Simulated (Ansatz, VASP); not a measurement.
Two plane-wave programs on SiGe4W

The input INCAR:

```
PREC = Accurate ; ENCUT = 520
EDIFF = 1E-7 ; ISMEAR = 0
SIGMA = 0.1 ; LREAL = F
LASPH = T ; NELM = 100
ALGO = Normal ; ISIF = 2
LWAVE = F ; LCHARG = F
GGA = PE ; NBANDS = 46
```

File KPOINTS:

```
Automatic mesh
0
Gamma
  6 6 2
```

The input POSCAR:

```
SiGe4W
1.0
    3.7276773600      0.0000000000      0.0000000000
   -1.8638386800      3.2282632900      0.0000000000
    0.0000000000      0.0000000000      7.9690024700
Si Ge W
1 4 1
Direct
    0.0000000000      0.0000000000      0.0000000000
    0.3333333300      0.6666666700      0.7407687300
    0.3333333300      0.6666666700      0.2592312700
    0.6666666700      0.3333333300      0.7407687300
    0.6666666700      0.3333333300      0.2592312700
    0.0000000000      0.0000000000      0.5000000000
```

Input for Ansatz:

```yaml
crystal:
  lattice:
    - [3.72767736, 0.0, 0.0]
    - [-1.86383868, 3.22826329, 0.0]
    - [0.0, 0.0, 7.96900247]
  atoms:
    - { symbol: Si, position: [0.0, 0.0, 0.0] }
    - { symbol: Ge, position: [0.33333333, 0.66666667, 0.74076873] }
    - { symbol: Ge, position: [0.33333333, 0.66666667, 0.25923127] }
    - { symbol: Ge, position: [0.66666667, 0.33333333, 0.74076873] }
    - { symbol: Ge, position: [0.66666667, 0.33333333, 0.25923127] }
    - { symbol: W, position: [0.0, 0.0, 0.5] }
basis:
  ecutwfc: 420
kpoints:
  mp_grid: { grid: [6, 6, 2] }
hamiltonian:
  xc: pbe
scf:
  occupations: { method: gaussian, width: 0.1 }
  lower_state_search: "off"
output:
  forces: true
  stress: true
  eigenvalues: true
```

Change from the starting cell: species swapped into the TiNbB4 type (P6/mmm, No. 191).

Alike in both runs: task single point; functional PBE; k mesh 6 × 6 × 2; occupations gaussian, width 0.1 eV; no spin polarisation.

```csv
,VASP,Ansatz
version,VASP 6.6.1,Ansatz 0.2.0
potentials or method,"VASP PAW PBE potentials, release 64 (Si, Ge_d, W_sv)","scalar-relativistic, plane waves, PAW"
plane-wave cutoff (eV),520,420
valence electrons in the cell,74,74
```

Ansatz gave:

```
gap on the k mesh at the Fermi level (eV) : none
rms of the force components (eV/Å)        : 0.042
```

Question: Which values does VASP return?

Answer: gap on the k mesh at the Fermi level (eV): none; rms of the force components (eV/Å): 0.037.

Atom by atom the forces differ by 0.005 eV/Å (rms over components). A gap of «none» marks a metal or a gap that the smearing closes. With one functional, cell and mesh, what is left measures potentials, basis and numerics.

Caveats: the k mesh is coarse (spacing up to 0.39 Å⁻¹), so the values aren't converged. Spin-orbit coupling is left out, which matters for the levels of W.
